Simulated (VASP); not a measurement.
These are optB86b-vdW, VASP's PBE PAW potentials (set 64) (plane waves; VASP) values and carry that method's errors.

A VASP calculation is set up with these files.

File POSCAR:
```
NiSi2
1
   -0.0000000000     2.7197143465     2.7197143465
    2.7197143465     0.0000000000     2.7197143465
    2.7197143465     2.7197143465     0.0000000000
Si Ni
2 1
Direct
  0.2500000000   0.2500000000   0.2500000000
  0.7500000000   0.7500000000   0.7500000000
  0.0000000000   0.0000000000   0.0000000000
```

**INCAR**
```
SYSTEM = NiSi2
PREC = Accurate
ENCUT = 520
EDIFF = 1E-6
NELM = 100
ALGO = Normal
LREAL = .FALSE.
LASPH = .TRUE.
ISMEAR = 1
SIGMA = 0.1
GGA = MK
PARAM1 = 0.1234
PARAM2 = 1.0
LUSE_VDW = .TRUE.
AGGAC = 0.0
LMAXMIX = 4
LWAVE = .FALSE.
LCHARG = .FALSE.
IBRION = 2
ISIF = 3
NSW = 60
EDIFFG = -0.02
```

### KPOINTS
```
Automatic mesh
0
Gamma
9 9 9
0 0 0
```

POTCAR, in this order: Si Ni (PBE.64 set). Program: vasp_std.

What VASP printed:

File OUTCAR:
```
 ion  position               nearest neighbor table
   1  0.250  0.250  0.250-   3 2.36   3 2.36   3 2.36   3 2.36   2 2.72   2 2.72   2 2.72   2 2.72
                             2 2.72   2 2.72
   2  0.750  0.750  0.750-   3 2.36   3 2.36   3 2.36   3 2.36   1 2.72   1 2.72   1 2.72   1 2.72
                             1 2.72   1 2.72
   3  0.000  0.000  0.000-   2 2.36   2 2.36   2 2.36   1 2.36   2 2.36   1 2.36   1 2.36   1 2.36
  LATTYP: Found a face centered cubic cell.
 ALAT       =     5.4394286930
 Subroutine PRICEL returns:
 Original cell was already a primitive cell.
 Subroutine GETGRP returns: Found 48 space group operations
The static configuration has the point symmetry O_h .
The dynamic configuration has the point symmetry O_h .
 Subroutine INISYM returns: Found 48 space group operations
 Subroutine IBZKPT returns following result:
 Found     35 irreducible k-points:

 Following reciprocal coordinates:
            Coordinates               Weight
  0.000000  0.000000  0.000000      1.000000
  0.111111  0.000000  0.000000      8.000000
  0.222222  0.000000  0.000000      8.000000
  0.333333  0.000000  0.000000      8.000000
  0.444444  0.000000  0.000000      8.000000
  0.111111  0.111111  0.000000      6.000000
  0.222222  0.111111  0.000000     24.000000
  0.333333  0.111111  0.000000     24.000000
  0.444444  0.111111  0.000000     24.000000
 -0.444444  0.111111  0.000000     24.000000
 -0.333333  0.111111  0.000000     24.000000
 -0.222222  0.111111  0.000000     24.000000
 -0.111111  0.111111  0.000000     12.000000
  0.222222  0.222222  0.000000      6.000000
  0.333333  0.222222  0.000000     24.000000
  0.444444  0.222222  0.000000     24.000000
 -0.444444  0.222222  0.000000     24.000000
 -0.333333  0.222222  0.000000     24.000000
 -0.222222  0.222222  0.000000     12.000000
  0.333333  0.333333  0.000000      6.000000
  0.444444  0.333333  0.000000     24.000000
...
```

OSZICAR:
```
       N       E                     dE             d eps       ncg     rms          rms(c)
DAV:   1     0.765606508630E+02    0.76561E+02   -0.81169E+03   910   0.140E+03
DAV:   2    -0.101683210674E+02   -0.86729E+02   -0.82226E+02   930   0.251E+02
DAV:   3    -0.142841886890E+02   -0.41159E+01   -0.39686E+01  1204   0.612E+01
DAV:   4    -0.143647250019E+02   -0.80536E-01   -0.80405E-01  1071   0.818E+00
DAV:   5    -0.143670868887E+02   -0.23619E-02   -0.23613E-02  1217   0.144E+00    0.157E+01
DAV:   6    -0.188043251109E+02   -0.44372E+01   -0.49243E+01   993   0.176E+02    0.239E+01
DAV:   7    -0.126173480458E+02    0.61870E+01   -0.15010E+01  1103   0.111E+02    0.375E+00
DAV:   8    -0.125617885793E+02    0.55559E-01   -0.20984E+00  1338   0.244E+01    0.250E+00
DAV:   9    -0.125206826328E+02    0.41106E-01   -0.23657E-01  1124   0.982E+00    0.473E-01
DAV:  10    -0.125204294891E+02    0.25314E-03   -0.63357E-03  1267   0.115E+00    0.263E-01
DAV:  11    -0.125204411575E+02   -0.11668E-04   -0.66002E-04  1202   0.334E-01    0.303E-02
DAV:  12    -0.125204640159E+02   -0.22858E-04   -0.51166E-05  1185   0.122E-01    0.197E-02
DAV:  13    -0.125204622141E+02    0.18017E-05   -0.18210E-05  1129   0.986E-02    0.781E-03
DAV:  14    -0.125204624559E+02   -0.24177E-06   -0.13445E-06   731   0.101E-02
   1 F= -.12520462E+02 E0= -.12520756E+02  d E =-.125205E+02
```

OUTCAR:
```
------------------------ aborting loop because EDIFF is reached ----------------------------------------
  FORCE on cell =-STRESS in cart. coord.  units (eV):
  Direction    XX          YY          ZZ          XY          YZ          ZX
  --------------------------------------------------------------------------------------
  Total       -0.0365339     -0.0365339     -0.0365339      0.0000000      0.0000000     -0.0000000
  in kB       -1.4548101     -1.4548101     -1.4548101      0.0000000      0.0000000     -0.0000000
  external PRESSURE =      -1.4548101 kB  Pullay stress =       0.0000000 kB
  volume of cell :       40.23
      direct lattice vectors                 reciprocal lattice vectors
     0.000000000  2.719714346  2.719714346    -0.183842837  0.183842837  0.183842837
     2.719714346  0.000000000  2.719714346     0.183842837 -0.183842837  0.183842837
     2.719714346  2.719714346  0.000000000     0.183842837  0.183842837 -0.183842837
 POSITION                                       TOTAL-FORCE (eV/Angst)
 -----------------------------------------------------------------------------------
      1.35986      1.35986      1.35986        -0.000000     -0.000000     -0.000000
      4.07957      4.07957      4.07957         0.000000      0.000000      0.000000
      0.00000      0.00000      0.00000         0.000000     -0.000000      0.000000
 -----------------------------------------------------------------------------------
    total drift:                                0.000000     -0.000000     -0.000000
  FREE ENERGIE OF THE ION-ELECTRON SYSTEM (eV)
  ---------------------------------------------------
  free  energy   TOTEN  =       -12.5204624559 eV

  energy  without entropy=      -12.5213438552  energy(sigma->0) =      -12.52075626

 reached required accuracy - stopping structural energy minimisation
```
(Selected blocks of OUTCAR.)

The compound is NiSi2 in the fluorite structure. It was relaxed first. The start is the result of an earlier pass. The run is not spin-polarised, so no magnetic state was tried.
